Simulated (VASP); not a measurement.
Input:

```yaml
crystal:
  lattice:
    - [4.60614, 0.00000, 0.00000]
    - [0.00000, 4.60614, 0.00000]
    - [0.00000, 0.00000, 4.60614]
  atoms:
    - { symbol: Zr, position: [0.00000, 0.00000, 0.00000] }
    - { symbol: Zr, position: [0.50000, 0.50000, 0.00000] }
    - { symbol: Zr, position: [0.50000, 0.00000, 0.50000] }
    - { symbol: C, position: [0.50000, 0.50000, 0.50000] }
    - { symbol: C, position: [0.00000, 0.00000, 0.50000] }
    - { symbol: C, position: [0.00000, 0.50000, 0.00000] }
    - { symbol: C, position: [0.50000, 0.00000, 0.00000] }
    - { symbol: Ta, position: [0.00000, 0.50000, 0.50000] }
```

Computed with PBEsol GGA, VASP's PBE PAW potentials (set 64) (plane waves; VASP). Settings: 520 eV cut-off, 8×8×8 Γ-centred mesh, tetrahedra with Blöchl corrections, potentials Zr_sv C Ta_pv.

The cores are frozen, which limits the accuracy of field gradients.

Task: Give the principal components of the electric field gradient (V/Å²) and the asymmetry η at each nucleus.

Result: 
| atom | Vxx | Vyy | Vzz | η |
|---|---|---|---|---|
| Zr1 | 11.2 | 11.2 | -22.4 | 0.00 |
| Zr2 | 11.2 | 11.2 | -22.4 | 0.00 |
| Zr3 | 11.2 | 11.2 | -22.4 | 0.00 |
| C4 | -0.9 | -0.9 | 1.9 | 0.00 |
| C5 | -0.9 | -0.9 | 1.9 | 0.00 |
| C6 | -0.9 | -0.9 | 1.9 | 0.00 |
| C7 | 0.0 | 0.0 | 0.0 | - |
| Ta8 | 0.0 | 0.0 | 0.0 | - |

The structure was generated: TaZr3C4 was put into an ordered model structure (Pm-3m), which need not be its known phase. It was relaxed first.
